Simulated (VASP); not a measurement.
VASP ran on this input.

File POSCAR:
```
VN
1
    0.0000000000     2.0700000000     2.0700000000
    2.0700000000     0.0000000000     2.0700000000
    2.0700000000     2.0700000000     0.0000000000
V N
1 1
Direct
  0.0000000000   0.0000000000   0.0000000000
  0.5000000000   0.5000000000   0.5000000000
```

File KPOINTS:
```
K-points
0
gamma
  16 16 16
```

INCAR:
```
ALGO  =  Normal
EDIFF  =  1E-6
ENCUT  =  520
GGA  =  PE
ISIF  =  2
ISMEAR  =  1
LASPH  =  T
LCHARG  =  F
LMAXMIX  =  4
LREAL  =  F
LWAVE  =  F
NELM  =  100
PREC  =  Accurate
SIGMA  =  0.1
SYSTEM  =  VN
```

POTCAR, in this order: V_sv N (PBE.64 set). Program: vasp_std.

Problem. Translate this PBE calculation to Quantum ESPRESSO's pw.x.

Solution. One equivalent input (not run):
```
&CONTROL
  calculation = 'scf'
  pseudo_dir = './pseudo'
  outdir = './out'
  tprnfor = .true.
  tstress = .true.
/
&SYSTEM
  ibrav = 0
  nat = 2
  ntyp = 2
  ecutwfc = 84
  occupations = 'smearing'
  smearing = 'methfessel-paxton'
  degauss = 0.00735
  input_dft = 'pbe'
/
&ELECTRONS
  conv_thr = 7.3e-08
  electron_maxstep = 100
/
ATOMIC_SPECIES
  V 50.941 V.upf
  N 14.007 N.upf
CELL_PARAMETERS angstrom
     0.0000000    2.0700000    2.0700000
     2.0700000    0.0000000    2.0700000
     2.0700000    2.0700000    0.0000000
ATOMIC_POSITIONS crystal
  V    0.0000000  0.0000000  0.0000000
  N    0.5000000  0.5000000  0.5000000
K_POINTS automatic
  16 16 16 0 0 0
```
What does not carry over: the potentials are each code's own (VASP's PAW set, PseudoDojo norm-conserving files in pw.x), so ENCUT and ecutwfc are chosen apart and not converted; conv_thr bounds pw.x's estimated SCF error, while EDIFF bounds the energy change between steps.

The compound is VN in the rock salt structure, which distorts at low temperature. The cell was not relaxed at this level. The run is one of a series of settings (KPOINTS 16×16×16 Γ-centred mesh against the base run), some of them coarse on purpose.
